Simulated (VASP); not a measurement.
Here is the system:

```
CSi
1.0
    0.00000     2.01538     2.01538
    2.01538     0.00000     2.01538
    2.01538     2.01538     0.00000
C Si
1 1
Direct
  0.00000   0.00000   0.00000
  0.50000   0.50000   0.50000
```

All values below come from r2SCAN meta-GGA, VASP's PBE PAW potentials (set 64) (plane waves; VASP). Numerical set-up: 520 eV cut-off, 17×17×17 Γ-centred mesh, tetrahedra with Blöchl corrections, potentials C Si.

Q: Give the energies of bands 2 to 6 at the high-symmetry points, in eV from the Fermi level.

A: 
| band | Γ | X | U | L | W |
|---|---|---|---|---|---|
| 2 | 0.07 | -10.30 | -9.28 | -12.05 | -8.30 |
| 3 | 0.07 | -4.55 | -8.73 | -1.12 | -8.30 |
| 4 | 0.07 | -4.55 | -3.68 | -1.12 | -7.35 |
| 5 | 8.44 | -0.58 | 1.61 | 5.77 | 5.22 |
| 6 | 9.46 | 2.96 | 8.26 | 5.77 | 8.66 |

It has no gap at this level: it comes out as a metal or semimetal.

The structure was generated: SiC was put into the rocksalt type (Fm-3m), which need not be its known phase. It was relaxed first.
